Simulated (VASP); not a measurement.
# Hf (space group P6/mmm): computed properties

The numbers are results of LDA (Ceperley-Alder, Perdew-Zunger), VASP's LDA PAW potentials (set 64) (plane waves; VASP 6.6.1), not measurements.

```yaml
space_group: P6/mmm (191)
cell: a = b = 4.859 Å, c = 3.029 Å, α = β = 90.00°, γ = 120.00°
volume_per_atom: 20.64 Å^3/atom
band gap (over mesh and band path): none (metal, semimetal or under 0.01 eV)
density: 14.36 g/cm³
```

```yaml
crystal:
  lattice:
    - [4.85901, 0.00000, 0.00000]
    - [-2.42950, 4.20803, 0.00000]
    - [0.00000, 0.00000, 3.02886]
  atoms:
    - { symbol: Hf, position: [0.66667, 0.33333, 0.50000] }
    - { symbol: Hf, position: [0.33333, 0.66667, 0.50000] }
    - { symbol: Hf, position: [0.00000, 0.00000, 0.00000] }
```

Unless said otherwise, spin-orbit coupling is left out, though it shifts the bands of the heavy elements here.

The structure comes from a computed database's Hf entry (P6/mmm); how it stands against other phases isn't given here. It was relaxed first, which changed the volume by -6 %. Symmetry was kept, so distortions that lower it aren't found.
